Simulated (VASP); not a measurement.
These are PBE GGA with D4 dispersion, VASP's PBE PAW potentials (set 64) (plane waves; VASP 6.6.1) values and carry that method's errors.

VASP input:

INCAR:
```
LASPH = .TRUE.   # aspherical one-centre terms
LCHARG = .FALSE.
ISIF = 2   # forces and stress, cell fixed
LREAL = .FALSE.   # projection in real space or not
GGA = PE
LMAXMIX = 4   # l cut-off of mixed one-centre charges
EDIFF = 1E-7   # SCF stop (eV)
ALGO = Normal   # blocked Davidson
PREC = Accurate
IVDW = 13
LWAVE = .FALSE.
SYSTEM = PbS
ENCUT = 520   # plane-wave cut-off (eV)
SIGMA = 0.05
NELM = 100
ISMEAR = 0
```

File KPOINTS:
```
Regular mesh
0
G
8 8 8
0 0 0
```

### POSCAR
```
PbS
1
    0.0000000000     2.9361571315     2.9361571315
    2.9361571315     0.0000000000     2.9361571315
    2.9361571315     2.9361571315     0.0000000000
Pb S
1 1
Direct
  0.0000000000   0.0000000000   0.0000000000
  0.5000000000   0.5000000000   0.5000000000
```

POTCAR, in this order: Pb_d S (PBE.64 set). Program: vasp_std.

What VASP printed:

### OUTCAR
```
 ion  position               nearest neighbor table
   1  0.000  0.000  0.000-   2 2.94   2 2.94   2 2.94   2 2.94   2 2.94   2 2.94
   2  0.500  0.500  0.500-   1 2.94   1 2.94   1 2.94   1 2.94   1 2.94   1 2.94
  LATTYP: Found a face centered cubic cell.
 ALAT       =     5.8723142630
 Subroutine PRICEL returns:
 Original cell was already a primitive cell.
 Subroutine GETGRP returns: Found 48 space group operations
The static configuration has the point symmetry O_h .
The dynamic configuration has the point symmetry O_h .
 Subroutine INISYM returns: Found 48 space group operations
 Subroutine IBZKPT returns following result:
 Found     29 irreducible k-points:

 Following reciprocal coordinates:
            Coordinates               Weight
  0.000000  0.000000  0.000000      1.000000
  0.125000  0.000000  0.000000      8.000000
  0.250000  0.000000  0.000000      8.000000
  0.375000  0.000000  0.000000      8.000000
  0.500000  0.000000  0.000000      4.000000
  0.125000  0.125000  0.000000      6.000000
  0.250000  0.125000  0.000000     24.000000
  0.375000  0.125000  0.000000     24.000000
  0.500000  0.125000  0.000000     24.000000
 -0.375000  0.125000  0.000000     24.000000
 -0.250000  0.125000  0.000000     24.000000
 -0.125000  0.125000  0.000000     12.000000
  0.250000  0.250000  0.000000      6.000000
  0.375000  0.250000  0.000000     24.000000
  0.500000  0.250000  0.000000     24.000000
 -0.375000  0.250000  0.000000     24.000000
 -0.250000  0.250000  0.000000     12.000000
  0.375000  0.375000  0.000000      6.000000
  0.500000  0.375000  0.000000     24.000000
 -0.375000  0.375000  0.000000     12.000000
  0.500000  0.500000  0.000000      3.000000
  0.375000  0.250000  0.125000     24.000000
  0.500000  0.250000  0.125000     48.000000
 -0.375000  0.250000  0.125000     24.000000
...
```

**OSZICAR**
```
       N       E                     dE             d eps       ncg     rms          rms(c)
DAV:   1     0.161625925028E+03    0.16163E+03   -0.98323E+03   812   0.150E+03
DAV:   2     0.418779214358E+01   -0.15744E+03   -0.15366E+03   854   0.362E+02
DAV:   3    -0.887226096576E+01   -0.13060E+02   -0.12959E+02  1088   0.106E+02
DAV:   4    -0.917068937522E+01   -0.29843E+00   -0.29825E+00   922   0.195E+01
DAV:   5    -0.918327296962E+01   -0.12584E-01   -0.12583E-01  1158   0.385E+00    0.490E+00
DAV:   6    -0.872202323626E+01    0.46125E+00   -0.13823E+00  1230   0.966E+00    0.346E+00
DAV:   7    -0.872181338125E+01    0.20986E-03   -0.15093E-01   852   0.228E+00    0.190E+00
DAV:   8    -0.872524159750E+01   -0.34282E-02   -0.14792E-02   908   0.161E+00    0.169E-01
DAV:   9    -0.872501075512E+01    0.23084E-03   -0.27434E-03  1262   0.567E-01    0.881E-02
DAV:  10    -0.872514735671E+01   -0.13660E-03   -0.28845E-04   854   0.127E-01    0.416E-02
DAV:  11    -0.872515732370E+01   -0.99670E-05   -0.82357E-05  1012   0.113E-01    0.195E-02
DAV:  12    -0.872515823846E+01   -0.91476E-06   -0.50428E-06  1052   0.218E-02    0.220E-03
DAV:  13    -0.872515845508E+01   -0.21662E-06   -0.12977E-07   696   0.521E-03    0.970E-04
DAV:  14    -0.872515850161E+01   -0.46531E-07   -0.11068E-07   756   0.253E-03
   1 F= -.95029709E+01 E0= -.95029705E+01  d E =-.933082E-06
```

OUTCAR:
```
------------------------ aborting loop because EDIFF is reached ----------------------------------------
  Edisp (eV):   -0.77781
  FORCE on cell =-STRESS in cart. coord.  units (eV):
  Direction    XX          YY          ZZ          XY          YZ          ZX
  --------------------------------------------------------------------------------------
  Total       0.60529     0.60529     0.60529     0.00000     0.00000     0.00000
  in kB      19.15604    19.15604    19.15604     0.00000     0.00000     0.00000
  external pressure =       19.16 kB  Pullay stress =        0.00 kB
  volume of cell :       50.63
      direct lattice vectors                 reciprocal lattice vectors
     0.000000000  2.936157131  2.936157131    -0.170290614  0.170290614  0.170290614
     2.936157131  0.000000000  2.936157131     0.170290614 -0.170290614  0.170290614
     2.936157131  2.936157131  0.000000000     0.170290614  0.170290614 -0.170290614
  FREE ENERGIE OF THE ION-ELECTRON SYSTEM (eV)
  ---------------------------------------------------
  free  energy   TOTEN  =        -9.5029709327 eV

  energy  without entropy=       -9.5029699996  energy(sigma->0) =       -9.50297047
```
(Selected blocks of OUTCAR.)

The compound is PbS in the rock salt structure. This cell is one point of a volume scan, at 0.97 of the reference volume.
